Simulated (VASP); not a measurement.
# Sb2Te3O2 (P-4m2) in VASP: elastic constants with PBE

Aim: the elastic constants of Sb2Te3O2 with PBE.

Everything below comes from runs of VASP 6.6.1. Logs are shortened: lines on timing, memory, paths and dates and some standing lists are left out, and cuts for length are marked.

**1. The structure**

Symmetry: P-4m2, No. 115, tetragonal system. The conventional cell has a = 3.811 Å, b = 3.811 Å, c = 11.390 Å, α = 90.00°, β = 90.00°, γ = 90.00°. Around Sb (site symmetry 2mm) lie 4 O at 2.28 Å. Around Te (site symmetry 2mm) lie 2 Te at 3.13 Å and 4 Sb at 3.33 Å. Around Te (site symmetry -4m2) lie 4 Te at 3.13 Å. Around O (site symmetry -4m2) lie 4 Sb at 2.28 Å. O (site symmetry -4m2) has 4 Sb at 2.28 Å as nearest neighbours.

The cell was built by a generator and needn't be a form met in nature.

**2. Elastic constants, PBE**

POSCAR reads:

```
Sb2Te3O2
1.0
    3.8114500000      0.0000000000      0.0000000000
    0.0000000000      3.8114500000      0.0000000000
    0.0000000000      0.0000000000     11.3900400000
Sb Te O
2 3 2
Direct
    0.0000000000      0.5000000000      0.8897280000
    0.5000000000      0.0000000000      0.1102720000
    0.0000000000      0.5000000000      0.2825120000
    0.5000000000      0.5000000000      0.5000000000
    0.5000000000      0.0000000000      0.7174880000
    0.5000000000      0.5000000000      0.0000000000
    0.0000000000      0.0000000000      0.0000000000
```

INCAR.step1 reads:

```
PREC     = Accurate       # precision mode
ENCUT    = 520            # plane-wave cutoff, eV
EDIFF    = 1E-8           # SCF threshold, eV
ISMEAR   = 0              # smearing method
SIGMA    = 0.1            # smearing width, eV
LREAL    = False          # projectors in reciprocal space
LASPH    = True           # aspherical terms in the spheres
NELM     = 60             # most SCF steps
ALGO     = Normal         # electronic algorithm
ISIF     = 3              # what is computed and relaxed
LWAVE    = False          # write WAVECAR
LCHARG   = False          # write CHGCAR
GGA      = PE             # functional
KPAR     = 8            
IBRION   = 2              # ionic algorithm
NSW      = 40             # ionic steps
EDIFFG   = -0.002         # ionic threshold
```

INCAR.step2 reads:

```
PREC     = Accurate       # precision mode
ENCUT    = 520            # plane-wave cutoff, eV
EDIFF    = 1E-8           # SCF threshold, eV
ISMEAR   = 0              # smearing method
SIGMA    = 0.1            # smearing width, eV
LREAL    = False          # projectors in reciprocal space
LASPH    = True           # aspherical terms in the spheres
NELM     = 60             # most SCF steps
ALGO     = Normal         # electronic algorithm
ISIF     = 3              # what is computed and relaxed
LWAVE    = False          # write WAVECAR
LCHARG   = False          # write CHGCAR
GGA      = PE             # functional
KPAR     = 8            
IBRION   = 6              # ionic algorithm
NFREE    = 2            
POTIM    = 0.015          # step
NSW      = 1              # ionic steps
```

KPOINTS reads:

```
Automatic mesh
0
Gamma
  6 6 4
```

Potentials or basis: VASP PAW PBE potentials, release 64 (Sb, Te, O).

On the command line:

```sh
> cat potpaw_PBE.64/Sb/POTCAR potpaw_PBE.64/Te/POTCAR potpaw_PBE.64/O/POTCAR > POTCAR
> cp INCAR.step1 INCAR
> mpirun -np 8 vasp_std > vasp.out
> cp CONTCAR POSCAR
> cp INCAR.step2 INCAR
> mpirun -np 8 vasp_std > vasp.out
```

OUTCAR:

```text
PREC = Accurate
   ENCUT = 520
   EDIFF = 1E-8
   ISMEAR = 0
   LREAL = False
   LASPH = True
   NELM = 60
   ISIF = 3
   GGA = PE
   IBRION = 6
   NFREE = 2
   POTIM = 0.015
   NSW = 1

 ion  position               nearest neighbor table
   1  0.000  0.500  0.890-   6 2.28   7 2.28   7 2.28   6 2.28   5 3.33   5 3.33   5 3.33   5 3.33
                             2 3.68   2 3.68   2 3.68   2 3.68
   2  0.500  0.000  0.110-   6 2.28   7 2.28   6 2.28   7 2.28   3 3.33   3 3.33   3 3.33   3 3.33
                             1 3.68   1 3.68   1 3.68   1 3.68
   3  0.000  0.500  0.282-   4 3.13   4 3.13   2 3.33   2 3.33   2 3.33   2 3.33
   4  0.500  0.500  0.500-   3 3.13   5 3.13   5 3.13   3 3.13
   5  0.500  0.000  0.718-   4 3.13   4 3.13   1 3.33   1 3.33   1 3.33   1 3.33
   6  0.500  0.500  0.000-   1 2.28   2 2.28   2 2.28   1 2.28
   7  0.000  0.000  0.000-   1 2.28   2 2.28   1 2.28   2 2.28

  LATTYP: Found a simple tetragonal cell.
 ALAT       =     3.8159786899
 C/A-ratio  =     2.9771834286

  Lattice vectors:

 A1 = (   3.8159786899,   0.0000000000,   0.0000000000)
 A2 = (   0.0000000000,   3.8159786899,   0.0000000000)
 A3 = (   0.0000000000,   0.0000000000,  11.3608685193)

Analysis of symmetry for initial positions (statically):
=====================================================================
 Subroutine PRICEL returns:
 Original cell was already a primitive cell.

 Routine SETGRP: Setting up the symmetry group for a
 simple tetragonal supercell.

 Subroutine GETGRP returns: Found  8 space group operations
 (whereof  8 operations were pure point group operations)
 out of a pool of 16 trial point group operations.

The static configuration has the point symmetry D_2d.

Analysis of symmetry for dynamics (positions and initial velocities):
=====================================================================
 Subroutine PRICEL returns:
 Original cell was already a primitive cell.

 Routine SETGRP: Setting up the symmetry group for a
 simple tetragonal supercell.

 Subroutine GETGRP returns: Found  8 space group operations
 (whereof  8 operations were pure point group operations)
 out of a pool of 16 trial point group operations.

The dynamic configuration has the point symmetry D_2d.

 Subroutine INISYM returns: Found  8 space group operations
 (whereof  8 operations are pure point group operations),
 and found     1 'primitive' translations

----------------------------------------------------------------------------------------

                                     Primitive cell

  volume of cell :     165.4335

  direct lattice vectors                    reciprocal lattice vectors
     3.815978690  0.000000000  0.000000000     0.262055971  0.000000000  0.000000000
     0.000000000  3.815978690  0.000000000     0.000000000  0.262055971  0.000000000
     0.000000000  0.000000000 11.360868519     0.000000000  0.000000000  0.088021439

  length of vectors
     3.815978690  3.815978690 11.360868519     0.262055971  0.262055971  0.088021439

  position of ions in fractional coordinates (direct lattice)
     0.000000000  0.500000000  0.889622660
     0.500000000  0.000000000  0.110377340
     0.000000000  0.500000000  0.281878834
     0.500000000  0.500000000  0.500000000
     0.500000000  0.000000000  0.718121166
     0.500000000  0.500000000  0.000000000
[... 136 lines left out ...]

  FORCE on cell =-STRESS in cart. coord.  units (eV):
  Direction    XX          YY          ZZ          XY          YZ          ZX
  --------------------------------------------------------------------------------------
  -------------------------------------------------------------------------------------
  Total       -0.0024598     -0.0024598     -0.0040500      0.0000000      0.0000000      0.0000000
  in kB       -0.0238225     -0.0238225     -0.0392230      0.0000000      0.0000000      0.0000000
  external PRESSURE =      -0.0289560 kB  Pullay stress =       0.0000000 kB
[... 104 lines left out ...]
  FREE ENERGIE OF THE ION-ELECTRON SYSTEM (eV)
  ---------------------------------------------------
  free  energy   TOTEN  =       -30.5287863492 eV

  energy  without entropy=      -30.5047107367  energy(sigma->0) =      -30.51674854

[... ionic steps 4 to 34 ...]

--------------------------------------- Ionic step       35  -------------------------------------------

 number of electron      39.9999987 magnetization

------------------------ aborting loop because EDIFF is reached ----------------------------------------
[... 77 lines left out ...]
--------------------------------------- Ionic step       37  -------------------------------------------

 number of electron      39.9999987 magnetization

 Free energy of the ion-electron system (eV)
  ---------------------------------------------------
  ext. energy  EPLUGINS =         0.00000000
  ---------------------------------------------------
  free energy    TOTEN  =       -30.53684997 eV

  energy without entropy =      -30.50921777  energy(sigma->0) =      -30.52303387

 E-fermi :   6.8592     XC(G=0):  -9.7633

 val. band max:        6.8527722109   @ k =   0.0000   0.3333   0.2500
 cond. band min:       6.8803448843   @ k =   0.0000   0.1667   0.2500
 fundamental gap:      0.0275726733
 Fermi energy:         6.8591846230

 k-point     1 :       0.0000    0.0000    0.0000
  band No.  band energies     occupation
      1     -13.6919      2.00000
      2     -11.5088      2.00000
      3      -5.8701      2.00000
      4      -5.4497      2.00000
      5      -3.6766      2.00000
      6      -2.8577      2.00000
[... 637 lines left out ...]
     23       9.6754      0.00000
     24       9.7498      0.00000

 [... further k-points ...]
[... 5 lines left out ...]
  --------------------------------------------------------------------------------------
  -------------------------------------------------------------------------------------
  Total       -0.0500074      0.0489863     -0.0030145      0.0000000      0.0000000      0.0000000
  in kB       -0.4843081      0.4744183     -0.0291944      0.0000000      0.0000000      0.0000000
  external PRESSURE =      -0.0130281 kB  Pullay stress =       0.0000000 kB
[... 22 lines left out ...]
  FREE ENERGIE OF THE ION-ELECTRON SYSTEM (eV)
  ---------------------------------------------------
  free  energy   TOTEN  =       -30.5368499710 eV

  energy  without entropy=      -30.5092177697  energy(sigma->0) =      -30.52303387

 INTERNAL STRAIN TENSORS FROM STRAINED CELLS
 ============================================

 INTERNAL STRAIN TENSOR FOR ION    1 for displacements in x,y,z  (eV/Angst):
          X           Y           Z          XY          YZ          ZX
  --------------------------------------------------------------------------------
  x     0.00000     0.00000    -0.00000     0.00000     0.00000     1.20660
  y     0.00000     0.00000    -0.00000     0.00000     0.03259     0.00000
  z     6.04648     9.58526    18.20086     0.00076     0.00018     0.00038

 INTERNAL STRAIN TENSORS FROM DISPLACED ATOMS
 ============================================

 INTERNAL STRAIN TENSOR FOR ION    1 for displacements in x,y,z  (eV/Angst):
          X           Y           Z          XY          YZ          ZX
  --------------------------------------------------------------------------------
  x     0.00000     0.00000     0.00000     0.00000     0.00000     1.18460
  y     0.00000     0.00000     0.00000     0.00000     0.00043     0.00000
  z     5.36975     9.60435    18.51512     0.00000     0.00000     0.00000

 INTERNAL STRAIN TENSOR FOR ION    7 for displacements in x,y,z  (eV/Angst):
          X           Y           Z          XY          YZ          ZX
  --------------------------------------------------------------------------------
  x     0.00000     0.00000     0.00000     0.00000     0.00000    -0.63246
  y     0.00000     0.00000     0.00000     0.00000     0.63246     0.00000
  z     3.30033    -3.30033     0.00000     0.00000     0.00000     0.00000

 Eigenvectors and eigenvalues of the dynamical matrix
 ----------------------------------------------------

   1 f  =   10.960337 THz    68.865828 2PiTHz  365.597487 cm-1    45.328291 meV
             X         Y         Z           dx          dy          dz
      0.000000  1.907989 10.106886     0.075384   -0.020219   -0.000000
      1.907989  0.000000  1.253982    -0.066065    0.023071   -0.000000
      0.000000  1.907989  3.202388     0.044026   -0.007428   -0.000000
      1.907989  1.907989  5.680434    -0.013097   -0.004008   -0.000000
      1.907989  0.000000  8.158480    -0.024272    0.013474    0.000000
      1.907989  1.907989  0.000000     0.648874    0.198583   -0.000000
      0.000000  0.000000  0.000000    -0.693236   -0.212160    0.000000
[... 191 lines left out ...]
  21 f/i=    2.254596 THz    14.166045 2PiTHz   75.205232 cm-1     9.324256 meV
             X         Y         Z           dx          dy          dz
      0.000000  1.907989 10.106886     0.000000    0.000000   -0.371325
      1.907989  0.000000  1.253982    -0.000000    0.000000   -0.371325
      0.000000  1.907989  3.202388     0.000000    0.000000    0.513770
      1.907989  1.907989  5.680434    -0.000000   -0.000000   -0.397797
      1.907989  0.000000  8.158480     0.000000    0.000000    0.513770
      1.907989  1.907989  0.000000     0.000000    0.000000    0.134267
      0.000000  0.000000  0.000000     0.000000    0.000000    0.141589

--------------------------------------------------------------------------------------------------------

 ELASTIC MODULI CONTR FROM IONIC RELAXATION (kBar)
 Direction    XX          YY          ZZ          XY          YZ          ZX
 --------------------------------------------------------------------------------
 XX        -266.3066    116.5548   -179.0265      0.0000     -0.0000     -0.0000
 YY         116.5548   -266.3066   -179.0265      0.0000      0.0000     -0.0000
 ZZ        -179.0265   -179.0265   -473.3173      0.0000     -0.0000     -0.0000
 XY           0.0000      0.0000      0.0000      0.0000      0.0000      0.0000
 YZ          -0.0000      0.0000     -0.0000      0.0000   -184.5865     -0.0000
 ZX          -0.0000     -0.0000     -0.0000      0.0000     -0.0000   -184.5865
 --------------------------------------------------------------------------------

 TOTAL ELASTIC MODULI (kBar)
 Direction    XX          YY          ZZ          XY          YZ          ZX
 --------------------------------------------------------------------------------
 XX         473.5508    814.0584    415.1591      0.0000     -0.0000     -0.0000
 YY         814.0584    473.5508    415.1591     -0.0000      0.0000     -0.0000
 ZZ         415.1591    415.1591    563.7681      0.0000     -0.0000     -0.0000
 XY           0.0000     -0.0000      0.0000    369.8379      0.0000      0.0000
 YZ          -0.0000      0.0000     -0.0000      0.0000    142.6970     -0.0000
 ZX          -0.0000     -0.0000     -0.0000      0.0000     -0.0000    142.6969
 --------------------------------------------------------------------------------
```

It took 15 min on 8 MPI ranks of Intel Xeon 6975P-C (Granite Rapids), shared host; peak memory 0.59 GiB.

Results:

* Voigt bulk modulus: 53 GPa
* Highest phonon frequency at Γ, LO-TO splitting left out: 366 cm⁻¹
* Most unstable mode: 75i cm⁻¹

Step by step:
| step | energy change (eV) | largest force (eV/Å) | pressure (GPa) | volume (Å³) |
| --- | --- | --- | --- | --- |
| 1 | 0.0000 | 0.0274 | 0.01 | 165.46 |
| 2 | -0.0001 | 0.0218 | 0.00 | 165.50 |
| 3 | -0.0002 | 0.0052 | -0.05 | 165.62 |
| 4 | -0.0002 | 0.0202 | 0.05 | 165.39 |
| 5 | -0.0002 | 0.0138 | 0.01 | 165.47 |
| 6 | -0.0003 | 0.0054 | 0.02 | 165.42 |
| 7 | -0.0003 | 0.0036 | 0.02 | 165.39 |
| 8 | -0.0003 | 0.0050 | -0.02 | 165.48 |
| 9 | -0.0003 | 0.0031 | -0.01 | 165.45 |
| 10 | -0.0003 | 0.0025 | 0.00 | 165.44 |
| 11 | -0.0003 | 0.0030 | 0.00 | 165.44 |
| 12 | -0.0003 | 0.0042 | 0.00 | 165.44 |
| 13 | -0.0003 | 0.0035 | 0.00 | 165.44 |
| 14 | -0.0003 | 0.0014 | 0.00 | 165.43 |

Phonon frequencies in cm⁻¹ (negative: imaginary):
```
              q point                                                             frequencies
(0.000, 0.000, 0.000)  -75 -53 -53 0 0 0 25 25 32 32 62 62 66 100 166 166 182 277 292 366 366
```

Elastic tensor in Voigt notation (GPa, in the Cartesian axes of the cell as first typed):
```
47 81 42  0  0  0
81 47 42  0  0  0
42 42 56  0  0  0
 0  0  0 14  0  0
 0  0  0  0 14  0
 0  0  0  0  0 37
```

Clamped-ion elastic tensor (GPa):
```
 74  70  59   0   0   0
 70  74  59   0   0   0
 59  59 104   0   0   0
  0   0   0  33   0   0
  0   0   0   0  33   0
  0   0   0   0   0  37
```

Caveat: some modes are imaginary; the elastic tensor has a negative eigenvalue, so either the cell is unstable as it stands or the mesh is too thin. The run has no spin-orbit coupling, so splittings on Sb, Te are missing.
